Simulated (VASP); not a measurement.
Given:

```
CELL_PARAMETERS angstrom
      3.10269     0.00000     0.00000
     -1.55134     2.68701     0.00000
      0.00000     0.00000     7.66230
ATOMIC_POSITIONS crystal
  W  0.00000 0.00000 0.00000
  W  0.00000 0.00000 0.50000
  Se 0.33333 0.66667 0.25000
  Se 0.66667 0.33333 0.75000
```

Computed with PBEsol GGA, VASP's PBE PAW potentials (set 64) (plane waves; VASP). Run with 400 eV cut-off, Gaussian smearing of 0.050 eV, potentials W_sv Se.

### Question
Give the energies of bands 12 to 23 at the high-symmetry points, in eV from the Fermi level.

### Answer

```
band      Γ      M      K      A      L      H
----  -----  -----  -----  -----  -----  -----
12    -5.17  -7.49  -7.19  -8.24  -8.57  -7.31
13    -5.16  -7.46  -7.19  -2.80  -6.37  -7.12
14    -3.13  -5.00  -6.24  -2.80  -6.37  -7.12
15    -3.13  -4.29  -6.24  -2.53  -3.59  -6.12
16    -1.78  -4.03  -5.83  -2.53  -3.59  -6.12
17    -1.44  -4.00  -2.25  -2.53  -3.58  -2.33
18    -1.44  -2.12  -2.25  -2.53  -3.58  -2.33
19    -0.51  -0.47  -0.65  -0.25   0.34   0.23
20    -0.51  -0.35  -0.64  -0.25   0.34   0.23
21    -0.02   1.10  -0.23  -0.25   2.05   0.89
22    -0.02   2.67   1.89  -0.25   2.05   0.89
23     0.61   2.74   2.56   2.36   2.38   1.59
```

It has no gap at this level: it comes out as a metal or semimetal.

The structure was generated: WSe was put into the NiAs type type (P6_3/mmc), which need not be its known phase. It was relaxed first, which changed the volume by -42 %.
